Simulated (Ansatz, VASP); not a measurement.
# Cd4Te3O: VASP beside Ansatz

File INCAR:

```
ALGO     = Normal         # electronic algorithm
EDIFF    = 1E-6           # SCF threshold, eV
EDIFFG   = -0.08          # ionic threshold
ENCUT    = 600            # plane-wave cutoff, eV
GGA      = PE             # functional
IBRION   = 2              # ionic algorithm
ISIF     = 3              # what is computed and relaxed
ISMEAR   = 0              # smearing method
LASPH    = T              # aspherical terms in the spheres
LCHARG   = F              # write CHGCAR
LREAL    = F              # projectors in reciprocal space
LWAVE    = F              # write WAVECAR
NELM     = 80             # most SCF steps
NSW      = 36             # ionic steps
PREC     = Accurate       # precision mode
SIGMA    = 0.15           # smearing width, eV
```

KPOINTS

```
k-points
0
Gamma
  3 3 1
```

Contents of POSCAR:

```
Cd4Te3O
1.0
    3.9222981800      0.0000000000      0.0000000000
    0.0000000000      3.9222981800      0.0000000000
    0.0000000000      0.0000000000     13.6669919300
Cd Te O
4 3 1
Direct
    0.5000000000      0.0000000000      0.0030040000
    0.5000000000      0.0000000000      0.4863730100
    0.0000000000      0.5000000000      0.0030040000
    0.0000000000      0.5000000000      0.4863730100
    0.5000000000      0.5000000000      0.8616139900
    0.0000000000      0.0000000000      0.1441340000
    0.0000000000      0.0000000000      0.6153920300
    0.5000000000      0.5000000000      0.4001060100
```

Input for Ansatz:

```yaml
crystal:
  lattice:
    - [3.92229818, 0.0, 0.0]
    - [0.0, 3.92229818, 0.0]
    - [0.0, 0.0, 13.66699193]
  atoms:
    - { symbol: Cd, position: [0.5, 0.0, 0.003004] }
    - { symbol: Cd, position: [0.5, 0.0, 0.48637301] }
    - { symbol: Cd, position: [0.0, 0.5, 0.003004] }
    - { symbol: Cd, position: [0.0, 0.5, 0.48637301] }
    - { symbol: Te, position: [0.5, 0.5, 0.86161399] }
    - { symbol: Te, position: [0.0, 0.0, 0.144134] }
    - { symbol: Te, position: [0.0, 0.0, 0.61539203] }
    - { symbol: O, position: [0.5, 0.5, 0.40010601] }
basis:
  ecutwfc: 420
kpoints:
  mp_grid: { grid: [3, 3, 1] }
hamiltonian:
  xc: pbe
scf:
  occupations: { method: gaussian, width: 0.15 }
  lower_state_search: "off"
output:
  forces: true
  stress: true
  eigenvalues: true
relax:
  adjacent_minimum: "off"
  f_tol: 0.08
  max_steps: 16
  cell: { stress_tol: 0.8 }
```

Change from the starting cell: species swapped into the Fe4Te3S type (P4mm, No. 99).

Alike in both runs: task relaxation of cell and atoms; functional PBE; k mesh 3 × 3 × 1; occupations gaussian, width 0.15 eV; no spin polarisation.

```csv
,VASP,Ansatz
version,VASP 6.6.1,Ansatz 0.2.0
potentials or method,"VASP PAW PBE potentials, release 64 (Cd, Te, O)","scalar-relativistic, plane waves, PAW"
plane-wave cutoff (eV),600,420
valence electrons in the cell,72,134
```

|  | VASP | Ansatz | Ansatz less VASP |
| --- | --- | --- | --- |
| gap on the k mesh at the Fermi level, each at its own relaxed structure (eV) | 0.67 | 0.70 | +0.036 |
| relaxed volume (Å³/atom) | 27.73 | 27.83 | +0.103 |
| relaxed cell length with the largest relative difference (Å) | 10.494 | 10.665 | +0.1713 |
| energy change over the relaxation (meV/atom) | -523 | -509 | +14.0 |

The two sets of potentials don't hold the same shells in valence.

Caveats: the k mesh is coarse (spacing up to 0.53 Å⁻¹), so the values aren't converged; spin-orbit coupling is left out, which moves the levels of the heavy elements.
